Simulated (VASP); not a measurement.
NiSi2 (fluorite): the formation energy from VASP (plane waves, PAW) at several levels of theory. The references are the elements' solids at the same level; no temperature or zero-point terms are added.

```json
[
 {"level": "LDA", "formation energy (eV/atom)": "-0.467"},
 {"level": "PBE", "formation energy (eV/atom)": "-0.350"},
 {"level": "r2SCAN", "formation energy (eV/atom)": "-0.347"}
]
```

The cell of the LDA run:

```
CELL_PARAMETERS angstrom
      0.00000     2.67694     2.67694
      2.67694     0.00000     2.67694
      2.67694     2.67694     0.00000
ATOMIC_POSITIONS crystal
  Si 0.25000 0.25000 0.25000
  Si 0.75000 0.75000 0.75000
  Ni 0.00000 0.00000 0.00000
```

Only levels that ran to the end are used. Left out are those held back, those with too coarse a band path, GW runs whose mesh misses a band edge, hybrids' fits of cells that aren't cubic and levels without matching references; a question may draw on a part of the rest.
